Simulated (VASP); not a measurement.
A cell of ErBRh$_{3}$ (space group Pm-3m) near equilibrium:

```
CELL_PARAMETERS angstrom
      4.13046     0.00000     0.00000
      0.00000     4.13046     0.00000
      0.00000     0.00000     4.13046
ATOMIC_POSITIONS crystal
  Er 0.00000 0.00000 0.00000
  B  0.50000 0.50000 0.50000
  Rh 0.00000 0.50000 0.50000
  Rh 0.50000 0.00000 0.50000
  Rh 0.50000 0.50000 0.00000
```

Computed with PBEsol GGA, VASP's PBE PAW potentials (set 64) (plane waves; VASP).

The 4f electrons are frozen in the core of the lanthanide potential, so 4f levels, which can set the real gap, and their magnetism are missing.

```csv
run,ΔE (meV/atom),σxx,σyy,σzz,"largest shear component, with its sign (GPa)",largest force (eV/Å)
as it is,0.0,-0.05,-0.05,-0.05,0.00,0.000
after one change,19.9,0.30,0.30,1.86,0.00,2.020
```
Stress is in GPa, positive when the cell is compressed.

**Question.** Name the change that produced these shifts.
(A) atom 2 (B) moved by -0.100 Å along y
(B) biaxial strain of -2.0 % in the xy plane
(C) atom 5 (Rh) moved by -0.100 Å along z
(D) atom 5 (Rh) moved by 0.200 Å along z

**Answer.** C, atom 5 (Rh) moved by -0.100 Å along z

The structure comes from a computed database's ErBRh3 entry (Pm-3m); how it stands against other phases isn't given here. The electron count is odd and the run is not spin-polarised, which forces a metal.
